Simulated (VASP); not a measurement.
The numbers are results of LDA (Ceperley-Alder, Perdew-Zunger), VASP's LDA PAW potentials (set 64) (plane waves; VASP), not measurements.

VASP input:

File POSCAR:
```
Ni3Si
1
    3.3547263499    -0.0000000000    -0.0000000000
    0.0000000000     3.3547263499    -0.0000000000
    0.0000000000     0.0000000000     3.3547263499
Si Ni
1 3
Direct
  0.0000000000   0.0000000000   0.0000000000
  0.0000000000   0.5000000000   0.5000000000
  0.5000000000   0.0000000000   0.5000000000
  0.5000000000   0.5000000000   0.0000000000
```

**INCAR**
```
# general
SYSTEM =Ni3Si
PREC   =Accurate
ENCUT  =500   # plane-wave cut-off (eV)
LREAL  =.FALSE.
LASPH  =.TRUE.   # aspherical one-centre terms

# electronic loop
EDIFF  =1E-6
NELM   =100   # most electronic steps
ALGO   =Normal
LMAXMIX=4   # l cut-off of mixed one-centre charges

# smearing
ISMEAR =1   # Methfessel-Paxton
SIGMA  =0.1   # width (eV)

# ions
IBRION =2
NSW    =40   # most ionic steps
ISIF   =3   # ions, shape and volume
EDIFFG =-0.02   # ionic stop
PSTRESS=200   # kbar

# output
LWAVE  =.FALSE.
LCHARG =.FALSE.
```

### KPOINTS
```
Automatic mesh
0
gamma
9 9 9
```

POTCAR, in this order: Si Ni (LDA.64 set). Program: vasp_std.

Output of the run:

File OUTCAR:
```
 ion  position               nearest neighbor table
   1  0.000  0.000  0.000-   2 2.37   3 2.37   4 2.37   2 2.37   3 2.37   2 2.37   4 2.37   2 2.37
                             3 2.37   4 2.37   3 2.37   4 2.37
   2  0.000  0.500  0.500-   1 2.37   3 2.37   4 2.37   1 2.37   4 2.37   1 2.37   3 2.37   1 2.37
                             3 2.37   4 2.37   4 2.37   3 2.37
   3  0.500  0.000  0.500-   1 2.37   2 2.37   4 2.37   1 2.37   4 2.37   2 2.37   4 2.37   4 2.37
                             1 2.37   2 2.37   1 2.37   2 2.37
   4  0.500  0.500  0.000-   1 2.37   2 2.37   3 2.37   2 2.37   3 2.37   1 2.37   3 2.37   3 2.37
                             1 2.37   2 2.37   2 2.37   1 2.37
  LATTYP: Found a simple cubic cell.
 ALAT       =     3.3547263499
 Subroutine PRICEL returns:
 Original cell was already a primitive cell.
 Subroutine GETGRP returns: Found 48 space group operations
The static configuration has the point symmetry O_h .
The dynamic configuration has the point symmetry O_h .
 Subroutine INISYM returns: Found 48 space group operations
 Subroutine IBZKPT returns following result:
 Found     35 irreducible k-points:

 Following reciprocal coordinates:
            Coordinates               Weight
  0.000000  0.000000  0.000000      1.000000
  0.111111  0.000000  0.000000      6.000000
  0.222222  0.000000  0.000000      6.000000
  0.333333  0.000000  0.000000      6.000000
  0.444444  0.000000  0.000000      6.000000
  0.111111  0.111111  0.000000     12.000000
  0.222222  0.111111  0.000000     24.000000
  0.333333  0.111111  0.000000     24.000000
  0.444444  0.111111  0.000000     24.000000
  0.222222  0.222222  0.000000     12.000000
  0.333333  0.222222  0.000000     24.000000
  0.444444  0.222222  0.000000     24.000000
  0.333333  0.333333  0.000000     12.000000
  0.444444  0.333333  0.000000     24.000000
  0.444444  0.444444  0.000000     12.000000
  0.111111  0.111111  0.111111      8.000000
  0.222222  0.111111  0.111111     24.000000
  0.333333  0.111111  0.111111     24.000000
  0.444444  0.111111  0.111111     24.000000
  0.222222  0.222222  0.111111     24.000000
  0.333333  0.222222  0.111111     48.000000
  0.444444  0.222222  0.111111     48.000000
  0.333333  0.333333  0.111111     24.000000
  0.444444  0.333333  0.111111     48.000000
  0.444444  0.444444  0.111111     24.000000
  0.222222  0.222222  0.222222      8.000000
  0.333333  0.222222  0.222222     24.000000
  0.444444  0.222222  0.222222     24.000000
  0.333333  0.333333  0.222222     24.000000
  0.444444  0.333333  0.222222     48.000000
  0.444444  0.444444  0.222222     24.000000
  0.333333  0.333333  0.333333      8.000000
  0.444444  0.333333  0.333333     24.000000
  0.444444  0.444444  0.333333     24.000000
  0.444444  0.444444  0.444444      8.000000
   k-points           NKPTS =     35   k-points in BZ     NKDIM =     35   number of bands    NBANDS=     21
   number of dos      NEDOS =    301   number of ions     NIONS =      4
   total plane-waves  NPLWV =  13824
   dimension x,y,z NGX =    24 NGY =   24 NGZ =   24
   dimension x,y,z NGXF=    48 NGYF=   48 NGZF=   48
   ions per type =               1   3
   PREC   = accura    normal or accurate (medium, high low for compatibility)
   ISTART =      0    job   : 0-new  1-cont  2-samecut
   ICHARG =      2    charge: 1-file 2-atom 10-const
   ISPIN  =      1    spin polarized calculation?
   LNONCOLLINEAR =      F non collinear calculations
   LSORBIT =      F    spin-orbit coupling
   INIWAV =      1    electr: 0-lowe 1-rand  2-diag
   ENCUT  =  500.0 eV  36.75 Ry    6.06 a.u.   6.12  6.12  6.12*2*pi/ulx,y,z
   NELM   =    100;   NELMIN=  2; NELMDL= -5     # of ELM steps
   EDIFF  = 0.1E-05   stopping-criterion for ELM
   LREAL  =      F    real-space projection
   NLSPLINE    = F    spline interpolate recip. space projectors
...
```

File OSZICAR:
```
       N       E                     dE             d eps       ncg     rms          rms(c)
DAV:   1     0.201998577971E+03    0.20200E+03   -0.15359E+04  1470   0.220E+03
DAV:   2    -0.200773929577E+02   -0.22208E+03   -0.21433E+03  1470   0.381E+02
DAV:   3    -0.314878407562E+02   -0.11410E+02   -0.11022E+02  1608   0.117E+02
DAV:   4    -0.317465971733E+02   -0.25876E+00   -0.25748E+00  1735   0.157E+01
DAV:   5    -0.317556637941E+02   -0.90666E-02   -0.90647E-02  1781   0.280E+00    0.232E+01
DAV:   6    -0.305357794835E+02    0.12199E+01   -0.49806E+01  1681   0.122E+02    0.145E+01
DAV:   7    -0.279051479503E+02    0.26306E+01   -0.14093E+01  1623   0.659E+01    0.553E+00
DAV:   8    -0.277947386954E+02    0.11041E+00   -0.58021E-01  1752   0.738E+00    0.152E+00
DAV:   9    -0.277771571182E+02    0.17582E-01   -0.29501E-02  2124   0.244E+00    0.589E-01
DAV:  10    -0.277745851583E+02    0.25720E-02   -0.36472E-03  1984   0.500E-01    0.229E-01
DAV:  11    -0.277741800831E+02    0.40508E-03   -0.65430E-04  2283   0.334E-01    0.618E-02
DAV:  12    -0.277741726715E+02    0.74116E-05   -0.10458E-04  1755   0.133E-01    0.167E-02
DAV:  13    -0.277741722638E+02    0.40777E-06   -0.72550E-06  1648   0.218E-02
   1 F= -.23061245E+02 E0= -.23061511E+02  d E =-.230612E+02
```

### OUTCAR
```
------------------------ aborting loop because EDIFF is reached ----------------------------------------
  FORCE on cell =-STRESS in cart. coord.  units (eV):
  Direction    XX          YY          ZZ          XY          YZ          ZX
  --------------------------------------------------------------------------------------
  Total        4.6522927      4.6522927      4.6522927      0.0000000     -0.0000000      0.0000000
  in kB      197.4268940    197.4268940    197.4268940      0.0000000     -0.0000000      0.0000000
  external PRESSURE =      -2.5731060 kB  Pullay stress =     200.0000000 kB
  volume of cell :       37.75
      direct lattice vectors                 reciprocal lattice vectors
     3.354726350  0.000000000  0.000000000     0.298086907  0.000000000  0.000000000
     0.000000000  3.354726350  0.000000000     0.000000000  0.298086907  0.000000000
     0.000000000  0.000000000  3.354726350     0.000000000  0.000000000  0.298086907
 POSITION                                       TOTAL-FORCE (eV/Angst)
 -----------------------------------------------------------------------------------
      0.00000      0.00000      0.00000         0.000000      0.000000      0.000000
      0.00000      1.67736      1.67736         0.000000      0.000000      0.000000
      1.67736      0.00000      1.67736         0.000000      0.000000      0.000000
      1.67736      1.67736      0.00000         0.000000      0.000000      0.000000
 -----------------------------------------------------------------------------------
    total drift:                                0.000000     -0.000000     -0.000000
  FREE ENERGIE OF THE ION-ELECTRON SYSTEM (eV)
  ---------------------------------------------------
  free  energy   TOTEN  =       -27.7741722638 eV

  energy  without entropy=      -27.7749704304  energy(sigma->0) =      -27.77443832
  enthalpy is  TOTEN    =       -23.0612452632 eV   P V=        4.7129270006

 reached required accuracy - stopping structural energy minimisation
```
(Selected blocks of OUTCAR.)

The compound is Ni3Si in the L1_2 structure. It was relaxed first under an external pressure of 20 GPa. The run is not spin-polarised, so no magnetic state was tried.
